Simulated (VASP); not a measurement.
Method: LDA (Ceperley-Alder, Perdew-Zunger) with D3 dispersion (zero damping), VASP's LDA PAW potentials (set 64) (plane waves; VASP).

A VASP calculation is set up with these files.

INCAR:
```
SYSTEM=NaCl
PREC=Accurate; ENCUT=300; LREAL=.False.
LASPH=.True.
EDIFF=1E-6; NELM=100; ALGO=Normal
ISMEAR=0; SIGMA=0.01
IVDW=11
ISIF=2
LWAVE=.False.; LCHARG=.False.
```

File KPOINTS:
```
Automatic mesh
0
Gamma
10 10 10
0 0 0
```

**POSCAR**
```
NaCl
1
    0.0000000000     2.8566520000     2.8566520000
    2.8566520000     0.0000000000     2.8566520000
    2.8566520000     2.8566520000     0.0000000000
Na Cl
1 1
Direct
  0.0000000000   0.0000000000   0.0000000000
  0.5000000000   0.5000000000   0.5000000000
```

POTCAR, in this order: Na_pv Cl (LDA.64 set). Program: vasp_std.

The resulting files:

### stdout
```
 POSCAR found type information on POSCAR NaCl
 POSCAR found :  2 types and       2 ions
 Reading from existing POTCAR
 Reading from existing POTCAR

 -----------------------------------------------------------------------------
|                                                                             |
|     EEEEEEE  RRRRRR   RRRRRR   OOOOOOO  RRRRRR      ###     ###     ###     |
|     E        R     R  R     R  O     O  R     R     ###     ###     ###     |
|     E        R     R  R     R  O     O  R     R     ###     ###     ###     |
|     EEEEE    RRRRRR   RRRRRR   O     O  RRRRRR       #       #       #      |
|     E        R   R    R   R    O     O  R   R                               |
|     E        R    R   R    R   O     O  R    R      ###     ###     ###     |
|     EEEEEEE  R     R  R     R  OOOOOOO  R     R     ###     ###     ###     |
|                                                                             |
|     Unsupported xc functional, please specify VDW_S6, VDW_S8, VDW_SR        |
|     and VDW_SR8 in the INCAR file.                                          |
|                                                                             |
|       ---->  I REFUSE TO CONTINUE WITH THIS SICK JOB ... BYE!!! <----       |
|                                                                             |
 -----------------------------------------------------------------------------
```

VASP stops with an error: Unsupported xc functional, please specify VDW_S6, VDW_S8, VDW_SR and VDW_SR8 in the INCAR file. ----> I REFUSE TO CONTINUE WITH THIS SICK JOB ... BYE!!! <----

The structure comes from a computed database's NaCl entry; how it stands against other phases isn't given here. The cell was not relaxed at this level. The run is one of a series of settings (IVDW = 11 against the base run), some of them coarse on purpose.
